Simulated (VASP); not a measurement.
Output of a VASP run:

### OSZICAR
```
       N       E                     dE             d eps       ncg     rms          rms(c)
DAV:   1     0.431911789316E+02    0.43191E+02   -0.67687E+03   770   0.118E+03
DAV:   2    -0.144529047928E+02   -0.57644E+02   -0.53874E+02   994   0.237E+02
DAV:   3    -0.165062564789E+02   -0.20534E+01   -0.20337E+01   954   0.379E+01
DAV:   4    -0.165335042018E+02   -0.27248E-01   -0.27163E-01   968   0.383E+00
DAV:   5    -0.165339857493E+02   -0.48155E-03   -0.48131E-03  1034   0.385E-01    0.276E+01
DAV:   6    -0.144265770386E+02    0.21074E+01   -0.13380E+01   916   0.252E+01    0.247E+01
DAV:   7    -0.143043700372E+02    0.12221E+00   -0.11159E+00   874   0.755E+00    0.162E+01
DAV:   8    -0.143005569039E+02    0.38131E-02   -0.12749E-01   847   0.361E+00    0.344E+00
DAV:   9    -0.142977767049E+02    0.27802E-02   -0.53689E-03   924   0.751E-01    0.407E-01
DAV:  10    -0.142977942243E+02   -0.17519E-04   -0.25159E-03   918   0.405E-01    0.182E-01
DAV:  11    -0.142976399808E+02    0.15424E-03   -0.81420E-04   905   0.187E-01    0.228E-02
DAV:  12    -0.142976370495E+02    0.29313E-05   -0.10921E-04   886   0.742E-02    0.525E-02
DAV:  13    -0.142976329707E+02    0.40788E-05   -0.21303E-05  1006   0.320E-02    0.375E-03
DAV:  14    -0.142976331395E+02   -0.16879E-06   -0.54890E-07   531   0.753E-03
   1 F= -.14297633E+02 E0= -.14296895E+02  d E =-.147682E-02
```

File OUTCAR:
```
------------------------ aborting loop because EDIFF is reached ----------------------------------------
  FORCE on cell =-STRESS in cart. coord.  units (eV):
  Direction    XX          YY          ZZ          XY          YZ          ZX
  --------------------------------------------------------------------------------------
  Total        2.5879942      2.5879942      2.5879942      0.0000000     -0.0000000      0.0000000
  in kB      163.1668342    163.1668342    163.1668342      0.0000000     -0.0000000      0.0000000
  external PRESSURE =     163.1668342 kB  Pullay stress =       0.0000000 kB
  volume of cell :       25.41
      direct lattice vectors                 reciprocal lattice vectors
     2.940000000  0.000000000  0.000000000     0.340136054  0.000000000  0.000000000
     0.000000000  2.940000000  0.000000000     0.000000000  0.340136054  0.000000000
     0.000000000  0.000000000  2.940000000     0.000000000  0.000000000  0.340136054
 POSITION                                       TOTAL-FORCE (eV/Angst)
 -----------------------------------------------------------------------------------
      0.00000      0.00000      0.00000         0.000000      0.000000      0.000000
      1.47000      1.47000      1.47000         0.000000      0.000000      0.000000
 -----------------------------------------------------------------------------------
    total drift:                                0.000000      0.000000     -0.000000
  FREE ENERGIE OF THE ION-ELECTRON SYSTEM (eV)
  ---------------------------------------------------
  free  energy   TOTEN  =       -14.2976331395 eV

  energy  without entropy=      -14.2961563193  energy(sigma->0) =      -14.29689473
```
(Selected blocks of OUTCAR.)

POSCAR:
```
GdN
1
    2.9400000000     0.0000000000     0.0000000000
    0.0000000000     2.9400000000     0.0000000000
    0.0000000000     0.0000000000     2.9400000000
Gd N
1 1
Direct
  0.0000000000   0.0000000000   0.0000000000
  0.5000000000   0.5000000000   0.5000000000
```

Task: Reconstruct the remaining input files.

Result: One answer among several that fit: the input of the run itself, PBE GGA, plane waves, VASP's PBE PAW potentials (set 64).

INCAR:
```
SYSTEM = GdN
PREC = Accurate; ENCUT = 500; LREAL = .FALSE.
LASPH = .TRUE.
EDIFF = 1E-6; NELM = 100; ALGO = Normal
LMAXMIX = 6
ISMEAR = 0; SIGMA = 0.05
GGA = PE
ISIF = 2
LWAVE = .FALSE.; LCHARG = .FALSE.
```

File KPOINTS:
```
Automatic mesh
0
Gamma
8 8 8
0 0 0
```

POTCAR, in this order: Gd_3 N (PBE.64 set). Program: vasp_std.

The 4f electrons are frozen in the core of the lanthanide potential, so 4f levels, which can set the real gap, and their magnetism are missing.

The structure was generated: GdN was put into the CsCl type (Pm-3m), which need not be its known phase. The cell was not relaxed at this level. The run is one of a series of settings (ENCUT = 500 against the base run), some of them coarse on purpose.
